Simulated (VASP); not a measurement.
Computed with AM05 GGA, VASP's PBE PAW potentials (set 64) (plane waves; VASP 6.6.1).

A VASP calculation is set up with these files.

### POSCAR
```
SrTiO3
1
    3.9771736592     0.0000000000     0.0000000000
    0.0000000000     3.9771736592     0.0000000000
    0.0000000000     0.0000000000     3.9771736592
Sr Ti O
1 1 3
Direct
  0.0000000000   0.0000000000   0.0000000000
  0.5000000000   0.5000000000   0.5000000000
  0.5000000000   0.0000000000   0.5000000000
  0.0000000000   0.5000000000   0.5000000000
  0.5000000000   0.5000000000   0.0000000000
```

**INCAR**
```
SYSTEM = SrTiO3
PREC = Accurate; ENCUT = 520; LREAL = F
LASPH = T
EDIFF = 1E-7; NELM = 100; ALGO = Normal
LMAXMIX = 4
ISMEAR = 0; SIGMA = 0.05
GGA = AM
ISIF = 2
LWAVE = F; LCHARG = F
```

### KPOINTS
```
Automatic mesh
0
Gamma
6 6 6
0 0 0
```

POTCAR, in this order: Sr_sv Ti_sv O (PBE.64 set). Program: vasp_std.

Output of the run:

### OUTCAR
```
 ion  position               nearest neighbor table
   1  0.000  0.000  0.000-   3 2.81   4 2.81   5 2.81   3 2.81   4 2.81   4 2.81   5 2.81   4 2.81
                             3 2.81   5 2.81   3 2.81   5 2.81   2 3.44   2 3.44   2 3.44   2 3.44
   2  0.500  0.500  0.500-   3 1.99   4 1.99   5 1.99   5 1.99   3 1.99   4 1.99   1 3.44   1 3.44
                             1 3.44   1 3.44   1 3.44   1 3.44   1 3.44   1 3.44
   3  0.500  0.000  0.500-   2 1.99   2 1.99   1 2.81   1 2.81   1 2.81   1 2.81
   4  0.000  0.500  0.500-   2 1.99   2 1.99   1 2.81   1 2.81   1 2.81   1 2.81
   5  0.500  0.500  0.000-   2 1.99   2 1.99   1 2.81   1 2.81   1 2.81   1 2.81
  LATTYP: Found a simple cubic cell.
 ALAT       =     3.9771736592
 Subroutine PRICEL returns:
 Original cell was already a primitive cell.
 Subroutine GETGRP returns: Found 48 space group operations
The static configuration has the point symmetry O_h .
The dynamic configuration has the point symmetry O_h .
 Subroutine INISYM returns: Found 48 space group operations
 Subroutine IBZKPT returns following result:
 Found     20 irreducible k-points:

 Following reciprocal coordinates:
            Coordinates               Weight
  0.000000  0.000000  0.000000      1.000000
  0.166667  0.000000  0.000000      6.000000
  0.333333  0.000000  0.000000      6.000000
  0.500000  0.000000  0.000000      3.000000
...
```

OSZICAR:
```
       N       E                     dE             d eps       ncg     rms          rms(c)
DAV:   1     0.450512962811E+03    0.45051E+03   -0.22037E+04   960   0.185E+03
DAV:   2    -0.270761444630E+01   -0.45322E+03   -0.44693E+03  1152   0.501E+02
DAV:   3    -0.484893123633E+02   -0.45782E+02   -0.44865E+02  1408   0.148E+02
DAV:   4    -0.504693295281E+02   -0.19800E+01   -0.19790E+01  1376   0.282E+01
DAV:   5    -0.505331029128E+02   -0.63773E-01   -0.63767E-01  1352   0.394E+00    0.255E+01
DAV:   6    -0.409380827550E+02    0.95950E+01   -0.64409E+01  1480   0.714E+01    0.157E+01
DAV:   7    -0.408780701664E+02    0.60013E-01   -0.98863E+00  1200   0.239E+01    0.100E+01
DAV:   8    -0.409103988256E+02   -0.32329E-01   -0.27301E+00  1256   0.168E+01    0.360E+00
DAV:   9    -0.407627639747E+02    0.14763E+00   -0.72946E-01  1168   0.816E+00    0.972E-01
DAV:  10    -0.407703473244E+02   -0.75833E-02   -0.12717E-01  1304   0.248E+00    0.966E-01
DAV:  11    -0.407586233945E+02    0.11724E-01   -0.98142E-02  1352   0.270E+00    0.228E-01
DAV:  12    -0.407581214319E+02    0.50196E-03   -0.42061E-03  1144   0.688E-01    0.769E-02
DAV:  13    -0.407581571716E+02   -0.35740E-04   -0.44014E-04  1264   0.145E-01    0.583E-02
DAV:  14    -0.407581455989E+02    0.11573E-04   -0.10495E-04  1416   0.805E-02    0.122E-02
DAV:  15    -0.407581471799E+02   -0.15810E-05   -0.15758E-05  1480   0.365E-02    0.716E-03
DAV:  16    -0.407581467089E+02    0.47106E-06   -0.54750E-06  1384   0.163E-02    0.181E-03
DAV:  17    -0.407581467191E+02   -0.10203E-07   -0.44375E-07  1136   0.623E-03
   1 F= -.40758147E+02 E0= -.40758147E+02  d E =-.284153E-19
```

File OUTCAR:
```
------------------------ aborting loop because EDIFF is reached ----------------------------------------
  FORCE on cell =-STRESS in cart. coord.  units (eV):
  Direction    XX          YY          ZZ          XY          YZ          ZX
  --------------------------------------------------------------------------------------
  Total       -3.6159968     -3.6159968     -3.6159968      0.0000000      0.0000000     -0.0000000
  in kB      -92.0905279    -92.0905279    -92.0905279      0.0000000      0.0000000     -0.0000000
  external PRESSURE =     -92.0905279 kB  Pullay stress =       0.0000000 kB
  volume of cell :       62.91
      direct lattice vectors                 reciprocal lattice vectors
     3.977173659  0.000000000  0.000000000     0.251434834  0.000000000  0.000000000
     0.000000000  3.977173659  0.000000000     0.000000000  0.251434834  0.000000000
     0.000000000  0.000000000  3.977173659     0.000000000  0.000000000  0.251434834
 POSITION                                       TOTAL-FORCE (eV/Angst)
 -----------------------------------------------------------------------------------
      0.00000      0.00000      0.00000         0.000000      0.000000      0.000000
      1.98859      1.98859      1.98859         0.000000      0.000000      0.000000
      1.98859      0.00000      1.98859         0.000000      0.000000      0.000000
      0.00000      1.98859      1.98859         0.000000      0.000000      0.000000
      1.98859      1.98859      0.00000         0.000000      0.000000      0.000000
 -----------------------------------------------------------------------------------
    total drift:                                0.000000      0.000000     -0.000000
  FREE ENERGIE OF THE ION-ELECTRON SYSTEM (eV)
  ---------------------------------------------------
  free  energy   TOTEN  =       -40.7581467191 eV

  energy  without entropy=      -40.7581467191  energy(sigma->0) =      -40.75814672
```
(Selected blocks of OUTCAR.)

The compound is SrTiO3 in the cubic perovskite structure, the ideal cubic form; the compound distorts at low or room temperature. This cell is one point of a volume scan, at 1.06 of the reference volume.
